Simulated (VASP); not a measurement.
Output of a VASP run:

OUTCAR:
```
 ion  position               nearest neighbor table
   1  0.333  0.667  0.250-   2 3.50   2 3.50   2 3.50   2 3.50   2 3.50   2 3.50
   2  0.667  0.333  0.750-   1 3.50   1 3.50   1 3.50   1 3.50   1 3.50   1 3.50
  LATTYP: Found a hexagonal cell.
 ALAT       =     3.5899998272
 C/A-ratio  =     1.5738162318
 Subroutine PRICEL returns:
 Original cell was already a primitive cell.
 Subroutine GETGRP returns: Found 24 space group operations
The static configuration has the point symmetry D_3d.
 The point group associated with its full space group is D_6h.
The dynamic configuration has the point symmetry D_3d.
 Subroutine INISYM returns: Found 24 space group operations
 Subroutine IBZKPT returns following result:
 Found     64 irreducible k-points:

 Following reciprocal coordinates:
            Coordinates               Weight
  0.000000  0.000000  0.000000      1.000000
  0.090909  0.000000  0.000000      6.000000
  0.181818 -0.000000  0.000000      6.000000
  0.272727  0.000000  0.000000      6.000000
  0.363636 -0.000000  0.000000      6.000000
  0.454545 -0.000000  0.000000      6.000000
  0.090909  0.090909  0.000000      6.000000
  0.181818  0.090909  0.000000     12.000000
  0.272727  0.090909  0.000000     12.000000
  0.363636  0.090909  0.000000     12.000000
  0.454545  0.090909  0.000000      6.000000
  0.181818  0.181818  0.000000      6.000000
  0.272727  0.181818  0.000000     12.000000
  0.363636  0.181818  0.000000     12.000000
  0.272727  0.272727  0.000000      6.000000
  0.363636  0.272727  0.000000      6.000000
  0.000000  0.000000  0.166667      2.000000
  0.090909  0.000000  0.166667     12.000000
  0.181818 -0.000000  0.166667     12.000000
  0.272727  0.000000  0.166667     12.000000
  0.363636 -0.000000  0.166667     12.000000
  0.454545 -0.000000  0.166667     12.000000
  0.090909  0.090909  0.166667     12.000000
  0.181818  0.090909  0.166667     24.000000
  0.272727  0.090909  0.166667     24.000000
  0.363636  0.090909  0.166667     24.000000
  0.454545  0.090909  0.166667     12.000000
  0.181818  0.181818  0.166667     12.000000
  0.272727  0.181818  0.166667     24.000000
  0.363636  0.181818  0.166667     24.000000
  0.272727  0.272727  0.166667     12.000000
  0.363636  0.272727  0.166667     12.000000
  0.000000  0.000000  0.333333      2.000000
  0.090909  0.000000  0.333333     12.000000
  0.181818 -0.000000  0.333333     12.000000
  0.272727  0.000000  0.333333     12.000000
  0.363636 -0.000000  0.333333     12.000000
  0.454545 -0.000000  0.333333     12.000000
  0.090909  0.090909  0.333333     12.000000
  0.181818  0.090909  0.333333     24.000000
   k-points           NKPTS =     64   k-points in BZ     NKDIM =     64   number of bands    NBANDS=     13
   number of dos      NEDOS =    301   number of ions     NIONS =      2
   total plane-waves  NPLWV =  32928
   dimension x,y,z NGX =    28 NGY =   28 NGZ =   42
   dimension x,y,z NGXF=    56 NGYF=   56 NGZF=   84
   ions per type =               2
   PREC   = accura    normal or accurate (medium, high low for compatibility)
   ISTART =      0    job   : 0-new  1-cont  2-samecut
   ICHARG =      2    charge: 1-file 2-atom 10-const
   ISPIN  =      1    spin polarized calculation?
   LNONCOLLINEAR =      F non collinear calculations
   LSORBIT =      F    spin-orbit coupling
   INIWAV =      1    electr: 0-lowe 1-rand  2-diag
   ENCUT  =  520.0 eV  38.22 Ry    6.18 a.u.   6.68  6.68 10.51*2*pi/ulx,y,z
   NELM   =    100;   NELMIN=  2; NELMDL= -5     # of ELM steps
   EDIFF  = 0.1E-05   stopping-criterion for ELM
   LREAL  =      F    real-space projection
   NLSPLINE    = F    spline interpolate recip. space projectors
   LMAXMIX     =    6 max onsite mixed and CHGCAR
   VOSKOWN=      0    Vosko Wilk Nusair interpolation
   EDIFFG = -.1E-01   stopping-criterion for IOM
   NSW    =     60    number of steps for IOM
...
```

### OSZICAR
```
...
DAV:  11    -0.947724037718E+01    0.18351E-06   -0.15582E-06  1323   0.126E-02
   1 F= -.94772404E+01 E0= -.94777477E+01  d E =-.947724E+01
       N       E                     dE             d eps       ncg     rms          rms(c)
DAV:   1    -0.960180421021E+01   -0.12456E+00   -0.23535E+00  1664   0.127E+01    0.194E+00
DAV:   2    -0.952634511120E+01    0.75459E-01   -0.18222E-01  1889   0.454E+00    0.910E-01
DAV:   3    -0.948969906615E+01    0.36646E-01   -0.79617E-02  2448   0.246E+00    0.290E-01
DAV:   4    -0.948924895930E+01    0.45011E-03   -0.55014E-03  2085   0.658E-01    0.221E-01
DAV:   5    -0.948922031348E+01    0.28646E-04   -0.63024E-04  1774   0.198E-01    0.224E-02
DAV:   6    -0.948921244057E+01    0.78729E-05   -0.43384E-05  2615   0.666E-02    0.144E-02
DAV:   7    -0.948920990585E+01    0.25347E-05   -0.21931E-06  1539   0.149E-02    0.523E-03
DAV:   8    -0.948920973408E+01    0.17177E-06   -0.80007E-07   977   0.853E-03
   2 F= -.94892097E+01 E0= -.94893375E+01  d E =-.119694E-01
       N       E                     dE             d eps       ncg     rms          rms(c)
DAV:   1    -0.949077399738E+01   -0.15641E-02   -0.28611E-02  1664   0.140E+00    0.217E-01
DAV:   2    -0.948986277502E+01    0.91122E-03   -0.22200E-03  1814   0.502E-01    0.100E-01
DAV:   3    -0.948942105475E+01    0.44172E-03   -0.91543E-04  2458   0.261E-01    0.299E-02
DAV:   4    -0.948941134136E+01    0.97134E-05   -0.74873E-05  2076   0.776E-02    0.219E-02
DAV:   5    -0.948941055481E+01    0.78655E-06   -0.73512E-06  1739   0.223E-02
   3 F= -.94894106E+01 E0= -.94895783E+01  d E =-.121702E-01
       N       E                     dE             d eps       ncg     rms          rms(c)
DAV:   1    -0.948944368163E+01   -0.32340E-04   -0.73758E-04  1664   0.225E-01    0.352E-02
DAV:   2    -0.948941896535E+01    0.24716E-04   -0.58267E-05  1884   0.820E-02    0.162E-02
DAV:   3    -0.948940753895E+01    0.11426E-04   -0.24663E-05  2458   0.429E-02    0.504E-03
DAV:   4    -0.948940729187E+01    0.24707E-06   -0.18408E-06  1227   0.127E-02
   4 F= -.94894073E+01 E0= -.94895818E+01  d E =-.121669E-01
       N       E                     dE             d eps       ncg     rms          rms(c)
DAV:   1    -0.949032571098E+01   -0.91817E-03   -0.29816E-02  1664   0.132E+00    0.111E-01
DAV:   2    -0.948991485699E+01    0.41085E-03   -0.71008E-04  2124   0.288E-01    0.809E-02
DAV:   3    -0.948972556764E+01    0.18929E-03   -0.22816E-04  2272   0.129E-01    0.432E-02
DAV:   4    -0.948972256539E+01    0.30023E-05   -0.43455E-05  2455   0.530E-02    0.207E-02
DAV:   5    -0.948972266483E+01   -0.99440E-07   -0.14759E-06  1028   0.113E-02
   5 F= -.94897227E+01 E0= -.94899940E+01  d E =-.315373E-03
       N       E                     dE             d eps       ncg     rms          rms(c)
DAV:   1    -0.949344337532E+01   -0.37208E-02   -0.17392E-01  1664   0.320E+00    0.270E-01
DAV:   2    -0.949108141583E+01    0.23620E-02   -0.40992E-03  2134   0.694E-01    0.188E-01
DAV:   3    -0.948998049523E+01    0.11009E-02   -0.13316E-03  2286   0.313E-01    0.965E-02
DAV:   4    -0.948996172252E+01    0.18773E-04   -0.25656E-04  2434   0.128E-01    0.466E-02
DAV:   5    -0.948996219325E+01   -0.47073E-06   -0.10088E-05  1988   0.272E-02    0.788E-03
DAV:   6    -0.948996200959E+01    0.18367E-06   -0.79607E-07   944   0.736E-03
   6 F= -.94899620E+01 E0= -.94905772E+01  d E =-.554718E-03
```

File OUTCAR:
```
------------------------ aborting loop because EDIFF is reached ----------------------------------------
  FORCE on cell =-STRESS in cart. coord.  units (eV):
  Direction    XX          YY          ZZ          XY          YZ          ZX
  --------------------------------------------------------------------------------------
  Total       -0.0196596     -0.0196596      0.0069854      0.0000000     -0.0000000     -0.0000000
  in kB       -0.5165950     -0.5165950      0.1835566      0.0000000     -0.0000000     -0.0000000
  external PRESSURE =      -0.2832111 kB  Pullay stress =       0.0000000 kB
  volume of cell :       60.97
      direct lattice vectors                 reciprocal lattice vectors
     1.787142477 -3.095421374  0.000000000     0.279776239 -0.161528897 -0.000000000
     1.787142477  3.095421374 -0.000000000     0.279776239  0.161528897  0.000000000
     0.000000000 -0.000000000  5.510941054     0.000000000  0.000000000  0.181457212
 POSITION                                       TOTAL-FORCE (eV/Angst)
 -----------------------------------------------------------------------------------
      1.78714      1.03181      1.37774        -0.000000     -0.000000      0.000000
      1.78714     -1.03181      4.13321         0.000000      0.000000      0.000000
 -----------------------------------------------------------------------------------
    total drift:                                0.000000      0.000099     -0.000010
  FREE ENERGIE OF THE ION-ELECTRON SYSTEM (eV)
  ---------------------------------------------------
  free  energy   TOTEN  =        -9.4899620096 eV

  energy  without entropy=       -9.4918074646  energy(sigma->0) =       -9.49057716

 reached required accuracy - stopping structural energy minimisation
```
(Selected blocks of OUTCAR.)

**POSCAR**
```
Dy
1
    1.7950000000    -3.1090310000     0.0000000000
    1.7950000000     3.1090310000     0.0000000000
    0.0000000000     0.0000000000     5.6500000000
Dy
2
Direct
  0.3333330000   0.6666670000   0.2500000000
  0.6666670000   0.3333330000   0.7500000000
```

### Question
Reconstruct the remaining input files.

### Answer
One answer among several that fit: the input of the run itself, AM05 GGA, plane waves, VASP's PBE PAW potentials (set 64).

### INCAR
```
# general
SYSTEM  = Dy
PREC    = Accurate
ENCUT   = 520
LREAL   = .FALSE.
LASPH   = .TRUE.

# electronic loop
EDIFF   = 1E-6
NELM    = 100
ALGO    = Normal
LMAXMIX = 6

# smearing
ISMEAR  = 1
SIGMA   = 0.1

# functional
GGA     = AM

# ions
IBRION  = 2
NSW     = 60
ISIF    = 3
EDIFFG  = -0.01

# output
LWAVE   = .FALSE.
LCHARG  = .FALSE.
```

### KPOINTS
```
K-points
0
Gamma
11 11 6
0 0 0
```

POTCAR, in this order: Dy_3 (PBE.64 set). Program: vasp_std.

The 4f electrons are frozen in the core of the lanthanide potential, so 4f levels, which can set the real gap, and their magnetism are missing. Energy and stress use the plane-wave basis of the starting cell.

The compound is Dy in the hcp structure. This run relaxes it. Symmetry was kept, so distortions that lower it aren't found.
